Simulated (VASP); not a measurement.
Data:

```xyz
3
Lattice="0.0000 2.8600 2.8600 2.8600 0.0000 2.8600 2.8600 2.8600 0.0000" Properties=species:S:1:pos:R:3 pbc="T T T"
Li     1.4300     1.4300     1.4300
Li     4.2900     4.2900     4.2900
S      0.0000     0.0000     0.0000
```

The numbers are results of PBEsol GGA, VASP's PBE PAW potentials (set 64) (plane waves; VASP), not measurements. Run with 520 eV cut-off, 7×7×7 Γ-centred mesh, Gaussian smearing of 0.050 eV, potentials Li_sv S.

Give the stress tensor in GPa (positive for a compressed cell).

```
-1.37   0.00   0.00
 0.00  -1.37   0.00
 0.00   0.00  -1.37
```
The pressure is its mean diagonal, -1.37 GPa.

The compound is Li2S in the antifluorite structure. The cell was not relaxed at this level. The run is one of a series of settings (GGA = PS against the base run), some of them coarse on purpose.
